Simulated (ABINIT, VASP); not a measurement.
VASP ran on this input.

**POSCAR**
```
ZnS
1.0
  3.7296840000   0.0000000000   0.0000000000
 -1.8648420000   3.2300010000   0.0000000000
  0.0000000000   0.0000000000   6.1132200000
Zn S
2 2
Cart
 -0.0000018648   2.1533350767   0.0008558508
  1.8648438648   1.0766659233   3.0574658508
 -0.0000018648   2.1533350767   2.2916016492
  1.8648438648   1.0766659233   5.3482116492
```

KPOINTS:
```
Automatic mesh
0
Gamma
8 8 5
0 0 0
```

**INCAR**
```
# general
SYSTEM  = ZnS
PREC    = Accurate
ENCUT   = 300
LREAL   = F
LASPH   = T

# electronic loop
EDIFF   = 1E-6
NELM    = 100
ALGO    = Normal
LMAXMIX = 4

# smearing
ISMEAR  = -1
SIGMA   = 0.05

# functional
GGA     = PE

# ions
ISIF    = 2

# output
LWAVE   = F
LCHARG  = F
```

POTCAR, in this order: Zn S (PBE.64 set). Program: vasp_std.

Task: Translate it to ABINIT.

Result: One input that does it (PBE, PAW (JTH v2.0 PBE PAW)):
```
# ZnS, JTH v2.0 PBE PAW
pp_dirpath "./"
pseudos "Zn.GGA_PBE-JTH.xml, S.GGA_PBE-JTH.xml"
acell 3.7296839468 3.7296839468 6.1132200000 Angstrom
rprim
         1.0000000000    0.0000000033    0.0000000000
        -0.5000000029    0.8660254021    0.0000000000
         0.0000000000    0.0000000000    1.0000000000
natom 4
ntypat 2
znucl 30 16
typat 1 1 2 2
xred
         0.3333333333    0.6666666667    0.0001400000
         0.6666666667    0.3333333333    0.5001400000
         0.3333333333    0.6666666667    0.3748600000
         0.6666666667    0.3333333333    0.8748600000
ecut 816 eV
pawecutdg 1633 eV
pawxcdev 0
ixc 11
occopt 3
tsmear 0.05 eV
nband 24
kptopt 1
ngkpt 8 8 5
nshiftk 1
shiftk 0 0 0
nstep 60
tolvrs 1.0e-11
prtwf 0
prtden 0
prtvol 1
enunit 2
```
Both inputs were run and reached self-consistency, which says nothing on mesh or cut-off. Potentials, basis and cut-offs are each code's own, so they don't translate, and total energies aren't comparable.

The structure comes from a computed database's ZnS entry (P6_3mc); how it stands against other phases isn't given here. The cell was not relaxed at this level, and its volume differs by -5.9 % from the start's.
